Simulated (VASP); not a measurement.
Consider the following.

```xyz
3
Lattice="2.2800 -3.9491 0.0000 2.2800 3.9491 0.0000 0.0000 0.0000 6.9800" Properties=species:S:1:pos:R:3 pbc="T T T"
Pb     0.0000     0.0000     0.0000
I      2.2800     1.3164     1.8706
I      2.2800    -1.3164     5.1094
```

Method: PBE GGA, VASP's PBE PAW potentials (set 64) (plane waves; VASP 6.6.1). Settings: 300 eV cut-off, 4×4×3 Γ-centred mesh, Fermi-Dirac smearing of 0.020 eV, potentials Pb_d I.

At this cut-off the stress carries a Pulay error, which pulls relaxed volumes low.

Question: What does the run give for the energy per atom (σ→0), pressure?

Answer: 
```
Quantity                        Value
---------------------  --------------
energy per atom (σ→0)  -2.851 eV/atom
pressure                     1.32 GPa
```

Only differences to runs with the same potentials and settings are physical.

The structure is a typed PbI2 crystal (P-3m1). The cell was not relaxed at this level.
